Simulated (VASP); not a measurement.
Given:

```
CELL_PARAMETERS angstrom
      1.81835    -3.14947     0.00000
      1.81835     3.14947     0.00000
      0.00000     0.00000     5.53475
ATOMIC_POSITIONS crystal
  Er 0.33333 0.66667 0.25000
  Er 0.66667 0.33333 0.75000
```

These are PBE GGA, VASP's PBE PAW potentials (set 64) (plane waves; VASP 6.6.1) values and carry that method's errors. Settings: 480 eV cut-off, 12×12×6 Γ-centred mesh, first-order Methfessel-Paxton smearing of 0.10 eV, potentials Er_3.

The 4f electrons are frozen in the core of the lanthanide potential, so 4f levels, which can set the real gap, and their magnetism are missing.

Q: Give the stress tensor in GPa (positive for a compressed cell).

A: 
```
-1.53   0.00   0.00
 0.00  -1.53   0.00
 0.00   0.00  -0.43
```
The pressure is its mean diagonal, -1.17 GPa.

The compound is Er in the hcp structure. This cell was strained or had an atom moved on purpose.
